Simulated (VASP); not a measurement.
# MgGa15N16 (a cell with a defect) in VASP: settings compared

One crystal, MgGa15N16 (a cell with a defect), is run at these levels: PBE, HSE06; tasks: relaxation of the atoms, single point.

All numbers are computed with VASP 6.6.1; they aren't measurements. Logs are shortened: lines on timing, memory, paths and dates and some standing lists are left out, and cuts for length are marked.

### Step 1. The crystal as given

The cell holds a defect, 32 atoms: a = 7.878 Å, b = 7.878 Å, c = 7.878 Å, α = 109.47°, β = 109.47°, γ = 109.47°.

### Step 2. Relaxation of the atoms, PBE

INCAR

```
  PREC = Normal
  ENCUT = 450
  EDIFF = 1E-6
  ISMEAR = 0
  SIGMA = 0.01
  LREAL = Auto
  LASPH = True
  NELM = 80
  ALGO = Normal
  ISIF = 2
  LWAVE = False
  LCHARG = False
  GGA = PE
  IBRION = 2
  NSW = 70
  EDIFFG = -0.025
  ICORELEVEL = 1
  NELECT = 278.0
  ISYM = 0
  KPAR = 4
  NCORE = 2
```

KPOINTS

```
regular mesh
0
Monkhorst-Pack
  2 2 2
```

POSCAR

```
MgGa15N16
1.0
    4.5482020000      4.5482020000     -4.5482020000
   -4.5482020000     -4.5482020000     -4.5482020000
   -4.5482020000      4.5482020000      4.5482020000
Mg Ga N
1 15 16
Direct
    0.2509856400      0.7560113700      0.0013594500
    0.5000000000      0.5000000000      0.0000000000
    0.7500000000      0.2500000000      0.0000000000
    0.7500000000      0.7500000000      0.5000000000
    0.0000000000      0.7500000000      0.2500000000
    0.2500000000      0.5000000000      0.2500000000
    0.5000000000      0.2500000000      0.2500000000
    0.7500000000      0.0000000000      0.2500000000
    0.0000000000      0.0000000000      0.0000000000
    0.5000000000      0.7500000000      0.7500000000
    0.7500000000      0.5000000000      0.7500000000
    0.0000000000      0.5000000000      0.5000000000
    0.2500000000      0.2500000000      0.5000000000
    0.5000000000      0.0000000000      0.5000000000
    0.0000000000      0.2500000000      0.7500000000
    0.2500000000      0.0000000000      0.7500000000
    0.2563771500      0.0032391500      0.0062525400
    0.5044462800      0.7469386400      0.0085103200
    0.7500000000      0.5000000000      0.0000000000
    0.7500000000      0.0000000000      0.5000000000
    0.0000000000      0.0000000000      0.2500000000
    0.2405841700      0.7403492500      0.2434658000
    0.5000000000      0.5000000000      0.2500000000
    0.7500000000      0.2500000000      0.2500000000
    0.0000000000      0.2500000000      0.0000000000
    0.5000000000      0.0000000000      0.7500000000
    0.7500000000      0.7500000000      0.7500000000
    0.0000000000      0.7500000000      0.5000000000
    0.2500000000      0.5000000000      0.5000000000
    0.5000000000      0.2500000000      0.5000000000
    0.9990940300      0.4968758800      0.7408735700
    0.2500000000      0.2500000000      0.7500000000
```

Potentials or basis: VASP PAW PBE potentials, release 64 (Mg, Ga_d, N).

The run is started by

```
$ cat potpaw_PBE.64/Mg/POTCAR potpaw_PBE.64/Ga_d/POTCAR potpaw_PBE.64/N/POTCAR > POTCAR
$ mpirun -np 8 vasp_std > vasp.out
```

OUTCAR:

```text
PREC = Normal
   ENCUT = 450
   EDIFF = 1E-6
   ISMEAR = 0
   LREAL = Auto
   LASPH = True
   NELM = 80
   ISIF = 2
   GGA = PE
   IBRION = 2
   NSW = 70
   EDIFFG = -0.025
   NELECT = 278.0
   ISYM = 0

 ion  position               nearest neighbor table
   1  0.251  0.756  0.001-  17 1.92  22 1.98  18 2.00  31 2.03   7 3.18   9 3.18  16 3.19  14 3.21
                             8 3.21   5 3.21  10 3.22  11 3.22  12 3.23   6 3.25   2 3.25  15 3.25
   2  0.500  0.500  0.000-  18 1.91  19 1.97  23 1.97  32 1.97   1 3.25
   3  0.750  0.250  0.000-  19 1.97  24 1.97  25 1.97  26 1.97
   4  0.750  0.750  0.500-  20 1.97  23 1.97  27 1.97  28 1.97
   5  0.000  0.750  0.250-  22 1.94  21 1.97  19 1.97  28 1.97   1 3.21
   6  0.250  0.500  0.250-  22 1.94  23 1.97  25 1.97  29 1.97   1 3.25
   7  0.500  0.250  0.250-  17 1.93  23 1.97  24 1.97  30 1.97   1 3.18
   8  0.750  0.000  0.250-  18 1.94  20 1.97  21 1.97  24 1.97   1 3.21
   9  0.000  0.000  0.000-  21 1.97  25 1.97  27 1.97  17 2.00   1 3.18
  10  0.500  0.750  0.750-  26 1.97  27 1.97  29 1.97  18 2.03   1 3.22
  11  0.750  0.500  0.750-  19 1.97  27 1.97  30 1.97  31 2.00   1 3.22
  12  0.000  0.500  0.500-  31 1.91  28 1.97  29 1.97  24 1.97   1 3.23
  13  0.250  0.250  0.500-  21 1.97  29 1.97  30 1.97  32 1.97
  14  0.500  0.000  0.500-  20 1.97  26 1.97  30 1.97  22 2.04   1 3.21
  15  0.000  0.250  0.750-  20 1.97  25 1.97  32 1.97  31 1.97   1 3.25
  16  0.250  0.000  0.750-  26 1.97  28 1.97  32 1.97  17 1.99   1 3.19
  17  0.256  0.003  0.006-   1 1.92   7 1.93  16 1.99   9 2.00
  18  0.504  0.747  0.009-   2 1.91   8 1.94   1 2.00  10 2.03
  19  0.750  0.500  0.000-   2 1.97   3 1.97   5 1.97  11 1.97
  20  0.750  0.000  0.500-   4 1.97   8 1.97  14 1.97  15 1.97
  21  0.000  0.000  0.250-   5 1.97   8 1.97   9 1.97  13 1.97
  22  0.241  0.740  0.243-   6 1.94   5 1.94   1 1.98  14 2.04
[... 8 lines left out ...]
  31  0.999  0.497  0.741-  12 1.91  15 1.97  11 2.00   1 2.03
  32  0.250  0.250  0.750-   2 1.97  13 1.97  15 1.97  16 1.97

IMPORTANT INFORMATION: All symmetrisations will be switched off!
NOSYMM: (Re-)initialisation of all symmetry stuff for point group C_1.

----------------------------------------------------------------------------------------

                                     Primitive cell

  volume of cell :     376.3390

  direct lattice vectors                    reciprocal lattice vectors
     4.548202000  4.548202000 -4.548202000     0.000000000  0.109933552 -0.109933552
    -4.548202000 -4.548202000 -4.548202000    -0.109933552  0.000000000 -0.109933552
    -4.548202000  4.548202000  4.548202000    -0.109933552  0.109933552  0.000000000

  length of vectors
     7.877716947  7.877716947  7.877716947     0.155469520  0.155469520  0.155469520

  position of ions in fractional coordinates (direct lattice)
     0.250985640  0.756011370  0.001359450
     0.500000000  0.500000000  0.000000000
     0.750000000  0.250000000  0.000000000
     0.750000000  0.750000000  0.500000000
     0.000000000  0.750000000  0.250000000
     0.250000000  0.500000000  0.250000000
[... 24 lines left out ...]
     0.999094030  0.496875880  0.740873570
     0.250000000  0.250000000  0.750000000

  ion indices of the primitive-cell ions
   primitive index   ion index
                 1           1
                 2           2
                 3           3
                 4           4
                 5           5
                 6           6
[... 24 lines left out ...]
                31          31
                32          32

----------------------------------------------------------------------------------------

 KPOINTS: regular mesh

Automatic generation of k-mesh.
 Grid dimensions read from file:
 generate k-points for:    2    2    2

 Generating k-lattice:

  Cartesian coordinates                     Fractional coordinates (reciprocal lattice)
     0.000000000  0.054966776 -0.054966776     0.500000000  0.000000000  0.000000000
[... 45 lines left out ...]
   LRPA    =     F    only Hartree local field effects (RPA)
 conjugate gradient relaxation of ions
 non-spin polarized calculation
 Gauss-broadening in eV      SIGMA  =   0.01
  energy-cutoff  :      450.00
  volume of cell :      376.34
 maximum number of plane-waves:      8192
   NGX = 27   NGY = 27   NGZ = 27

--------------------------------------- Ionic step        1  -------------------------------------------

 number of electron     278.0000624 magnetization

 Free energy of the ion-electron system (eV)
  ---------------------------------------------------
  ext. energy  EPLUGINS =         0.00000000
  ---------------------------------------------------
  free energy    TOTEN  =      -187.00251037 eV

  energy without entropy =     -187.00251037  energy(sigma->0) =     -187.00251037

------------------------ aborting loop because EDIFF is reached ----------------------------------------

  FORCE on cell =-STRESS in cart. coord.  units (eV):
  Direction    XX          YY          ZZ          XY          YZ          ZX
  --------------------------------------------------------------------------------------
  -------------------------------------------------------------------------------------
  Total       11.5818613     11.4693191     11.5545452      0.6541027      0.9205957      0.7483822
  in kB       49.3071289     48.8280063     49.1908369      2.7846929      3.9192258      3.1860664
  external PRESSURE =      49.1086573 kB  Pullay stress =       0.0000000 kB
[... 179 lines left out ...]
  FREE ENERGIE OF THE ION-ELECTRON SYSTEM (eV)
  ---------------------------------------------------
  free  energy   TOTEN  =      -187.3333563634 eV

  energy  without entropy=     -187.3333563634  energy(sigma->0) =     -187.33335636

[... ionic steps 4 to 7 ...]

--------------------------------------- Ionic step        8  -------------------------------------------

 number of electron     278.0000479 magnetization

------------------------ aborting loop because EDIFF is reached ----------------------------------------
[... 127 lines left out ...]
--------------------------------------- Ionic step       10  -------------------------------------------

 number of electron     278.0000471 magnetization

 Free energy of the ion-electron system (eV)
  ---------------------------------------------------
  ext. energy  EPLUGINS =         0.00000000
  ---------------------------------------------------
  free energy    TOTEN  =      -187.37003934 eV

  energy without entropy =     -187.37003934  energy(sigma->0) =     -187.37003934

 the core state eigenenergies are
   1-  1s  -1247.0394  2s    -67.8201  2p    -34.5666
   2-  1s -10217.4488  2s  -1250.8616  2p  -1087.3169  3s   -137.1805  3p    -87.9272

   3-  1s -10217.4929  2s  -1250.9110  2p  -1087.3657  3s   -137.2332  3p    -87.9801

   4-  1s -10217.4923  2s  -1250.9105  2p  -1087.3651  3s   -137.2327  3p    -87.9796
[... 27 lines left out ...]
  19-  1s   -370.4397
  20-  1s   -370.4389
  21-  1s   -370.4395
  22-  1s   -369.7835
[... 8 lines left out ...]
  31-  1s   -369.7829
  32-  1s   -370.4396

 E-fermi :   4.6482     XC(G=0): -11.4597

 val. band max:        4.6017936601   @ k =   0.2500   0.2500   0.2500
 cond. band min:       8.0420482324   @ k =  -0.2500   0.2500   0.2500
 fundamental gap:      3.4402545723
 Fermi energy:         4.6482416393

 k-point     1 :       0.2500    0.2500    0.2500
  band No.  band energies     occupation
      1     -10.3636      2.00000
      2     -10.3629      2.00000
      3     -10.3618      2.00000
      4     -10.2064      2.00000
      5      -9.9762      2.00000
      6      -9.9761      2.00000
[... 605 lines left out ...]
    150      10.2469      0.00000
    151      10.6913      0.00000
 [bands above 151 left out]

------------------------ aborting loop because EDIFF is reached ----------------------------------------

  FORCE on cell =-STRESS in cart. coord.  units (eV):
  Direction    XX          YY          ZZ          XY          YZ          ZX
  --------------------------------------------------------------------------------------
  -------------------------------------------------------------------------------------
  Total       11.5680429     11.5691737     11.5577296      0.0102479      0.0033009     -0.0175521
  in kB       49.2483002     49.2531144     49.2043940      0.0436280      0.0140529     -0.0747243
  external PRESSURE =      49.2352695 kB  Pullay stress =       0.0000000 kB
[... 47 lines left out ...]
  FREE ENERGIE OF THE ION-ELECTRON SYSTEM (eV)
  ---------------------------------------------------
  free  energy   TOTEN  =      -187.3700393363 eV

  energy  without entropy=     -187.3700393363  energy(sigma->0) =     -187.37003934

 reached required accuracy - stopping structural energy minimisation
```

Run time: 6.2 min. Hardware: 8 MPI ranks of Intel Xeon Platinum 8488C (Sapphire Rapids), shared host; peak memory 0.26 GiB.

What came out:

```yaml
Free_energy: -187.3700 eV
Energy_gained_by_relaxing: 11.5 meV/atom
Ionic_steps: 10
Largest_force_after_relaxing: 0.018 eV/Å
```

Forces in eV/Å, atoms in the order of the input:
```
Mg  -0.007 -0.005 -0.001
Ga  -0.002 -0.010 -0.001
Ga  -0.004 -0.001  0.001
Ga   0.002  0.000  0.000
Ga   0.005  0.006 -0.010
Ga  -0.004  0.001 -0.003
Ga   0.003  0.000  0.009
Ga   0.001 -0.005  0.005
Ga   0.009 -0.004  0.012
Ga  -0.001 -0.014 -0.006
Ga  -0.007 -0.001 -0.001
Ga  -0.009  0.013  0.006
Ga   0.000 -0.003 -0.002
Ga  -0.004  0.007 -0.016
Ga   0.001  0.007  0.004
Ga   0.008  0.004 -0.002
N    0.005  0.005  0.008
N    0.004  0.002 -0.001
N   -0.006  0.000 -0.003
N    0.001  0.010 -0.006
N    0.004 -0.005  0.005
N    0.000  0.005  0.003
N    0.006 -0.011 -0.001
N   -0.007  0.006  0.007
N    0.001  0.003  0.004
N   -0.001 -0.002 -0.013
N   -0.004 -0.011  0.000
N    0.008  0.005 -0.003
N    0.001 -0.009  0.001
N   -0.007 -0.003 -0.007
N   -0.001  0.008  0.007
N    0.003  0.004  0.002
```

The path:
```csv
step,energy change (eV),largest force (eV/Å),pressure (GPa)
1,0.0000,2.0953,4.91
2,-0.3180,0.4448,4.92
3,-0.3308,0.4018,4.87
4,-0.3573,0.1940,4.88
5,-0.3584,0.2054,4.89
6,-0.3653,0.0690,4.91
7,-0.3656,0.0672,4.91
8,-0.3669,0.0327,4.93
9,-0.3670,0.0368,4.93
10,-0.3675,0.0176,4.92
```

Final structure:
```cif
data_structure
_symmetry_space_group_name_H-M 'P 1'
_symmetry_Int_Tables_number 1
_cell_length_a 7.8777
_cell_length_b 7.8777
_cell_length_c 7.8777
_cell_angle_alpha 109.471
_cell_angle_beta 109.471
_cell_angle_gamma 109.471
_cell_volume 376.34
loop_
_atom_site_label
_atom_site_type_symbol
_atom_site_fract_x
_atom_site_fract_y
_atom_site_fract_z
_atom_site_occupancy
Mg1 Mg 0.25005 0.74977 0.99989 1
Ga1 Ga 0.50169 0.50210 0.00027 1
Ga2 Ga 0.74990 0.24951 0.99965 1
Ga3 Ga 0.75006 0.75002 0.50031 1
Ga4 Ga 0.00200 0.74968 0.25135 1
Ga5 Ga 0.24999 0.50204 0.25146 1
Ga6 Ga 0.49801 0.24915 0.24787 1
Ga7 Ga 0.74938 0.99762 0.24786 1
Ga8 Ga 0.00274 0.00165 0.00028 1
Ga9 Ga 0.50179 0.74964 0.75270 1
Ga10 Ga 0.75091 0.49810 0.74833 1
Ga11 Ga 0.99857 0.49839 0.50045 1
Ga12 Ga 0.25020 0.24986 0.50016 1
Ga13 Ga 0.49713 0.99693 0.49896 1
Ga14 Ga 0.99842 0.25075 0.74827 1
Ga15 Ga 0.24994 0.00142 0.75241 1
N1 N 0.25029 0.00958 0.00019 1
N2 N 0.50970 0.74982 0.00033 1
N3 N 0.75085 0.49883 0.99978 1
N4 N 0.74882 0.99815 0.49905 1
N5 N 0.00184 0.00070 0.25088 1
N6 N 0.24959 0.74950 0.25917 1
N7 N 0.50093 0.50159 0.25107 1
N8 N 0.74920 0.24887 0.24813 1
N9 N 0.99933 0.25079 0.99983 1
N10 N 0.50048 0.00009 0.75160 1
N11 N 0.75129 0.74988 0.74964 1
N12 N 0.99918 0.74997 0.50095 1
N13 N 0.25026 0.49915 0.50106 1
N14 N 0.49836 0.24859 0.49904 1
N15 N 0.99056 0.49039 0.74013 1
N16 N 0.25005 0.25088 0.74938 1
```

Levels at points of the mesh, in eV from the valence-band top:
```csv
k point,band 136,band 137,band 138,band 139,band 140,band 141,band 142,band 143
"(0.25, 0.25, 0.25)",-0.25,0.00,0.00,0.00,4.17,4.17,4.17,4.52
```

Core levels (eV, on the scale of the bands):
```csv
atom,levels
1 Mg,"1s -1247.0, 2s -67.8, 2p -34.6"
2 Ga,"1s -10217.4, 2s -1250.9, 2p -1087.3, 3s -137.2, 3p -87.9"
3 Ga,"1s -10217.5, 2s -1250.9, 2p -1087.4, 3s -137.2, 3p -88.0"
4 Ga,"1s -10217.5, 2s -1250.9, 2p -1087.4, 3s -137.2, 3p -88.0"
5 Ga,"1s -10217.4, 2s -1250.9, 2p -1087.3, 3s -137.2, 3p -87.9"
6 Ga,"1s -10217.4, 2s -1250.9, 2p -1087.3, 3s -137.2, 3p -87.9"
```

Caveat: the k mesh is coarse (spacing up to 0.49 Å⁻¹), so the values aren't converged; the cell is charged against a uniform background, so pressure and absolute levels hang on convention; the cutoff is under 1.25 times the usual one of these potentials, so pressure, stress and relaxed cells hold a basis-set (Pulay) error.

### Step 3. Single point, HSE06

POSCAR

```
MgGa15N16                               
1.0
    4.5482020000      4.5482020000     -4.5482020000
   -4.5482020000     -4.5482020000     -4.5482020000
   -4.5482020000      4.5482020000      4.5482020000
  Mg              Ga              N             
     1    15    16
Direct
     0.2500473468655720    0.7497667877296761    0.9998885440342764
     0.5016875622946191    0.5021027239919625    0.0002673454238740
     0.7499020532598539    0.2495112401216319    0.9996533061010744
     0.7500597967809068    0.7500222819836604    0.5003123160027372
     0.0020006261580142    0.7496840733076356    0.2513543543846413
     0.2499878584937469    0.5020421187298029    0.2514582623454313
     0.4980072460514894    0.2491482584878359    0.2478702780742107
     0.7493795693907233    0.9976202398711241    0.2478621075371957
     0.0027398940447505    0.0016502934256418    0.0002784040702954
     0.5017881457932054    0.7496362407854010    0.7526980793793355
     0.7509055009047043    0.4980979029445923    0.7483320295014247
     0.9985737662926776    0.4983926560956970    0.5004547131877767
     0.2501988184355140    0.2498630114362090    0.5001606496236006
     0.4971296206007690    0.9969281487699492    0.4989613650926095
     0.9984209255052140    0.2507549498088893    0.7482744620439773
     0.2499429604281248    0.0014164620007887    0.7524128433089252
     0.2502877408558549    0.0095794733935954    0.0001895621897049
     0.5097019521964572    0.7498233349872958    0.0003275117494726
     0.7508495744275397    0.4988284360391161    0.9997822239490507
     0.7488179124214291    0.9981477313696753    0.4990492178768691
     0.0018378220902726    0.0007004862137581    0.2508845934522573
     0.2495886097534130    0.7495045498585398    0.2591661939079625
     0.5009293725769415    0.5015876970545426    0.2510663098804795
     0.7492022515803155    0.2488652439296147    0.2481265621433325
     0.9993257443878333    0.2507870135151565    0.9998315703406128
     0.5004767003109900    0.0000927259621770    0.7516007874293741
     0.7512913732484592    0.7498808265892827    0.7496350826117967
     0.9991845901215880    0.7499703816362321    0.5009455609096175
     0.2502613673089724    0.4991465673309142    0.5010643981153693
     0.4983561945988292    0.2485915437983398    0.4990363661861779
     0.9905558232470855    0.4903885746771283    0.7401348978249409
     0.2500485495741389    0.2508823141541379    0.7493817813215966
```

INCAR.step1

```
PREC = Normal
ENCUT = 400
EDIFF = 1E-5
ISMEAR = 0
SIGMA = 0.01
LREAL = Auto
LASPH = T
NELM = 80
ALGO = Normal
ISIF = 2
LWAVE = T
ICORELEVEL = 1
NELECT = 278.0
GGA = PE
```

INCAR.step2

```
PREC = Normal
ENCUT = 400
EDIFF = 1E-7
ISMEAR = 0
SIGMA = 0.01
LREAL = Auto
LASPH = T
NELM = 80
ALGO = Normal
ISIF = 2
LWAVE = F
LCHARG = F
GGA = PE
LHFCALC = T
HFSCREEN = 0.2
PRECFOCK = Fast
ICORELEVEL = 1
NELECT = 278.0
ISTART = 1
```

KPOINTS

```
regular mesh
0
Gamma
  1 1 1
```

Potentials or basis: VASP PAW PBE potentials, release 64 (Mg, Ga_d, N).

The run is started by

```
$ cat potpaw_PBE.64/Mg/POTCAR potpaw_PBE.64/Ga_d/POTCAR potpaw_PBE.64/N/POTCAR > POTCAR
$ cp INCAR.step1 INCAR
$ mpirun -np 8 vasp_gam > vasp.out
$ cp INCAR.step2 INCAR
$ mpirun -np 8 vasp_gam > vasp.out
```

It took 2 min on 8 MPI ranks of Intel Xeon Platinum 8488C (Sapphire Rapids), shared host; peak memory 0.35 GiB.

Results (log left out):

```
Free energy            : -227.7966 eV
Largest force          : 0.157 eV/Å
Band gap on the k mesh : 3.00 eV, direct
```

Forces on the atoms (eV/Å):
```
Mg  -0.007 -0.005 -0.001
Ga  -0.010 -0.019 -0.050
Ga  -0.005  0.000  0.001
Ga   0.004 -0.001  0.000
Ga   0.014  0.057 -0.019
Ga  -0.055 -0.007 -0.011
Ga   0.013 -0.051  0.019
Ga   0.051 -0.015  0.014
Ga   0.016  0.001 -0.035
Ga  -0.009  0.031 -0.001
Ga   0.041  0.005 -0.009
Ga  -0.017  0.022  0.056
Ga   0.001 -0.004 -0.001
Ga   0.002  0.000  0.029
Ga  -0.007 -0.042 -0.002
Ga  -0.040  0.013  0.005
N   -0.084 -0.083 -0.081
N    0.092  0.091 -0.085
N   -0.007  0.000 -0.007
N    0.001  0.002 -0.005
N    0.010 -0.004  0.006
N   -0.087  0.093  0.092
N    0.006 -0.015  0.000
N   -0.008  0.006  0.011
N    0.002  0.004 -0.004
N   -0.001 -0.004 -0.005
N   -0.003 -0.001  0.001
N    0.009  0.010 -0.004
N   -0.004 -0.008  0.001
N    0.001 -0.002 -0.007
N    0.087 -0.080  0.091
N   -0.005  0.005  0.003
```

Levels at points of the mesh, in eV from the valence-band top:
```csv
k point,band 137,band 138,band 139,band 140,band 141,band 142
"(0.00, 0.00, 0.00)",0.00,0.00,0.00,3.00,4.48,4.48
```

Core levels (eV, on the scale of the bands):
```csv
atom,levels
1 Mg,"1s -1247.0, 2s -67.8, 2p -34.5"
2 Ga,"1s -10216.4, 2s -1249.8, 2p -1086.3, 3s -136.6, 3p -87.4"
3 Ga,"1s -10216.5, 2s -1249.9, 2p -1086.3, 3s -136.7, 3p -87.5"
4 Ga,"1s -10216.5, 2s -1249.9, 2p -1086.3, 3s -136.7, 3p -87.5"
5 Ga,"1s -10216.4, 2s -1249.8, 2p -1086.3, 3s -136.6, 3p -87.4"
6 Ga,"1s -10216.4, 2s -1249.8, 2p -1086.3, 3s -136.6, 3p -87.4"
```

Caveat: the cell is charged against a uniform background, so pressure and absolute levels hang on convention; the cutoff is under 1.25 times the usual one of these potentials, so pressure, stress and relaxed cells hold a basis-set (Pulay) error; the PAW data sets were made with another functional, which shifts forces and pressure a little.
